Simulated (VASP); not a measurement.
Given:

```
CELL_PARAMETERS angstrom
      0.00000     3.32733     3.32733
      3.32733     0.00000     3.32733
      3.32733     3.32733     0.00000
ATOMIC_POSITIONS crystal
  Hg 0.00000 0.00000 0.00000
  Te 0.25000 0.25000 0.25000
```

Computed with PBE0 hybrid, VASP's PBE PAW potentials (set 64) (plane waves; VASP 6.6.1). Run with 520 eV cut-off, 6×6×6 Γ-centred mesh, Gaussian smearing of 0.050 eV, potentials Hg Te.

**Question.** Give the stress tensor in GPa (positive for a compressed cell).

**Answer.** 
```
-1.65   0.00   0.00
 0.00  -1.65   0.00
 0.00   0.00  -1.65
```
The pressure is its mean diagonal, -1.65 GPa.

The compound is HgTe in the zinc blende structure. It was relaxed first, which changed the volume by +9 %. The cell's shape comes from a PBE relaxation.
